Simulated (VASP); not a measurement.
Calculation: PBEsol GGA, VASP's PBE PAW potentials (set 64) (plane waves; VASP). For the first row: Numerical set-up: 400 eV cut-off, 17×17×11 Γ-centred mesh, tetrahedra with Blöchl corrections, potentials V_sv Si.

```json
[
 {"system": "VSi (relaxed from the WC structure, space group P-6m2)", "energy (eV/atom)": "-8.1057"},
 {"system": "V (bcc)", "energy (eV/atom)": "-9.6347"},
 {"system": "Si (diamond)", "energy (eV/atom)": "-5.7459"}
]
```

The references are the elements' solids at the same level; no temperature or zero-point terms are added.

Problem. What is the formation energy per atom of VSi?

Solution. The references average (1×(-9.6347) + 1×(-5.7459))/2 = -7.6903 eV, so the formation energy is -8.1057 − (-7.6903) = -0.415 eV/atom.
